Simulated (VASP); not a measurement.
Runs of VASP 6.6.1 on NGeH3. The cell holds a molecule in a box, 5 atoms: a = 11.000 Å, b = 13.000 Å, c = 10.000 Å, α = 90.00°, β = 90.00°, γ = 90.00°. 

```csv
task,level,potentials or basis,cell,cutoff (eV),grid for exact exchange (PRECFOCK),exchange at q = 0,screening parameter,gap on the mesh (eV),largest force (eV/Å)
single point,r2SCAN0+D3(BJ),"VASP PAW PBE potentials, release 64 (N, Ge_d, H)",as given,520,Fast,truncated,-,5.19,0.40
single point,HSE06+TS,"VASP PAW PBE potentials, release 64 (N, Ge_d, H)",as given,520,Normal,-,0.2 1/A,4.20,0.17
relaxation of the atoms,PBE,"VASP PAW PBE potentials, release 64 (N, Ge_d, H)","atoms relaxed from: atoms moved at random, drawn with an rms of 0.02 Å",520,-,-,-,3.09,0.01
single point,PBE,"VASP PAW PBE potentials, release 64 (N, Ge_d, H)",as given,520,-,-,-,3.08,0.41
relaxation of the atoms,revPBE+D4,"VASP PAW PBE potentials, release 64 (N_s, Ge_d, H_s)",atoms relaxed,400,-,-,-,(a),-
electron localisation function,PBE,"VASP PAW PBE potentials, release 64 (N, Ge_d, H)",as given,520,-,-,-,3.08,0.41
atomic charges,PBE+TS,"VASP PAW PBE potentials, release 64 (N, Ge_d, H)",as given,520,-,-,-,3.08,(b)
single point,PBE,"VASP PAW PBE potentials, release 64 (N, Ge_d, H)","atoms moved at random, drawn with an rms of 0.05 Å",520,-,-,-,3.08,1.95
```

Alike in all rows: no spin polarisation; k mesh 1 × 1 × 1; smearing gaussian 0.01 eV.

Task: Estimate the missing entries.

Result: (a) 3.13; (b) 0.42.

Caveats: the PAW data sets were made with another functional, which shifts forces and pressure a little (some runs).

A k mesh can miss the band edges, and the runs leave out spin-orbit coupling on Ge.
